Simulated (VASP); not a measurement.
VASP ran on this input.

**KPOINTS**
```
Automatic mesh
0
Gamma
7 7 4
0 0 0
```

### POSCAR
```
AlN
1
    1.5550000000    -2.6933390000     0.0000000000
    1.5550000000     2.6933390000     0.0000000000
    0.0000000000     0.0000000000     4.9800000000
Al N
2 2
Direct
  0.6666670000   0.3333330000   0.5000000000
  0.3333330000   0.6666670000   0.0000000000
  0.6666670000   0.3333330000   0.8820000000
  0.3333330000   0.6666670000   0.3820000000
```

### INCAR
```
SYSTEM = AlN
PREC = Accurate
ENCUT = 520
EDIFF = 1E-6
NELM = 100
ALGO = Normal
LREAL = .FALSE.
LASPH = .TRUE.
ISMEAR = 0
SIGMA = 0.05
GGA = PE
LWAVE = .FALSE.
LCHARG = .FALSE.
ISIF = 2
ISPIN = 2
MAGMOM = 1.0 1.0 1.0 1.0 1.0 1.0
```

POTCAR, in this order: Al N (PBE.64 set). Program: vasp_std.

Task: One choice in this input is risky. Which, and does it do harm here?

Result: The risk: MAGMOM holds more values than there are atoms. Here it does no harm: the run (PBE GGA, plane waves, VASP's PBE PAW potentials (set 64)) converges to the same energy and pressure as with the safe setting.
OSZICAR:
```
       N       E                     dE             d eps       ncg     rms          rms(c)
DAV:   1     0.476129642012E+02    0.47613E+02   -0.78037E+03  1344   0.103E+03
DAV:   2    -0.292474341414E+02   -0.76860E+02   -0.70253E+02  1880   0.203E+02
DAV:   3    -0.330406032450E+02   -0.37932E+01   -0.37802E+01  1788   0.478E+01
DAV:   4    -0.330679030523E+02   -0.27300E-01   -0.27297E-01  1536   0.460E+00
DAV:   5    -0.330682637021E+02   -0.36065E-03   -0.36058E-03  1776   0.539E-01    0.150E+01
DAV:   6    -0.296999459147E+02    0.33683E+01   -0.13552E+01  1656   0.273E+01    0.461E+00
DAV:   7    -0.297835109759E+02   -0.83565E-01   -0.87171E-01  1476   0.679E+00    0.309E+00
DAV:   8    -0.297734959830E+02    0.10015E-01   -0.36268E-02  1566   0.175E+00    0.175E+00
DAV:   9    -0.297702544357E+02    0.32415E-02   -0.78797E-03  1602   0.996E-01    0.524E-01
DAV:  10    -0.297698816190E+02    0.37282E-03   -0.24215E-03  1782   0.336E-01    0.202E-01
DAV:  11    -0.297701058943E+02   -0.22428E-03   -0.71760E-04  1596   0.191E-01    0.861E-02
DAV:  12    -0.297701973841E+02   -0.91490E-04   -0.10858E-04  1488   0.103E-01    0.232E-02
DAV:  13    -0.297702000627E+02   -0.26786E-05   -0.17991E-05  1764   0.357E-02    0.536E-03
DAV:  14    -0.297702010815E+02   -0.10188E-05   -0.90945E-07  1168   0.930E-03    0.282E-03
DAV:  15    -0.297702015412E+02   -0.45970E-06   -0.56203E-07  1044   0.611E-03
   1 F= -.29770202E+02 E0= -.29770202E+02  d E =-.112978E-11  mag=    -0.0000
```

The compound is AlN in the wurtzite structure. The cell was not relaxed at this level.
